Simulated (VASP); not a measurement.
Data:

```xyz
1
Lattice="0.0000 2.0033 2.0033 2.0033 0.0000 2.0033 2.0033 2.0033 0.0000" Properties=species:S:1:pos:R:3 pbc="T T T"
Ag     0.0000     0.0000     0.0000
```

These are optB86b-vdW, VASP's PBE PAW potentials (set 64) (plane waves; VASP) values and carry that method's errors. Numerical set-up: 520 eV cut-off, 15×15×15 Γ-centred mesh, first-order Methfessel-Paxton smearing of 0.10 eV, potentials Ag.

Problem. Give the stress tensor in GPa (positive for a compressed cell).

Solution. 
```
7.81  0.00  0.00
0.00  7.81  0.00
0.00  0.00  7.81
```
The pressure is its mean diagonal, 7.81 GPa.

The compound is Ag in the fcc structure. This cell is one point of a volume scan, at 0.94 of the reference volume.
